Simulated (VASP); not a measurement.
Wanted: the native input for a VASP 6.6.1 run.

| Property | Result |
| --- | --- |
| Task | single point |
| Functional | PBE |
| Potentials or basis | VASP PAW PBE potentials, release 64 (Mg, Au, Cl) |
| Cutoff | 520 eV |
| k mesh | 4 × 4 × 6 |
| Occupations | gaussian, width 0.1 eV |
| Spin | no spin polarisation |
| Dipole correction | no |
| Further INCAR settings | ALGO = Fast; EDIFF = 1e-06; NBANDS = 22 |

The structure of MgAuCl2 lies in POSCAR:

```
MgAuCl2
1.0
    5.2767868356      0.0000000000      0.0000000000
    0.0000000000      5.2767868356      0.0000000000
    0.0000000000      0.0000000000      3.2519653631
Mg Au Cl
1 1 2
Direct
    0.5000000000      0.5000000000      0.5000000000
    0.0000000000      0.0000000000      0.0000000000
    0.5000000000      0.0000000000      0.0000000000
    0.0000000000      0.5000000000      0.0000000000
```

The cell was built by a generator and needn't be a form met in nature.

These files were run (other wordings do the same):

INCAR

```
SYSTEM = MgAuCl2
ALGO = Fast
EDIFF = 1E-6
ENCUT = 520
GGA = PE
ISIF = 2
ISMEAR = 0
LASPH = .True.
LCHARG = .True.
LELF = .True.
LREAL = .False.
LVHAR = .True.
LWAVE = .False.
NBANDS = 22
NELM = 100
PREC = Accurate
SIGMA = 0.1
```

KPOINTS

```
k-points
0
Gamma
  4 4 6
  0 0 0
```

Potentials or basis: VASP PAW PBE potentials, release 64 (Mg, Au, Cl).

The run is started by

```bash
$ cat potpaw_PBE.64/Mg/POTCAR potpaw_PBE.64/Au/POTCAR potpaw_PBE.64/Cl/POTCAR > POTCAR
$ mpirun -np 1 vasp_std > vasp.out
```

Results of the run:

```yaml
Pressure: -0.1 GPa
Band_gap_on_the_k_mesh: none (metal or under the smearing width)
```

Caveat: an odd number of electrons without spin polarisation forces a metal; a magnetic or distorted state may lie lower.

Run time: 48 s on 1 thread of Intel(R) Xeon(R) Platinum 8488C (Sapphire Rapids), on a shared host, peak memory 0.21 GiB.
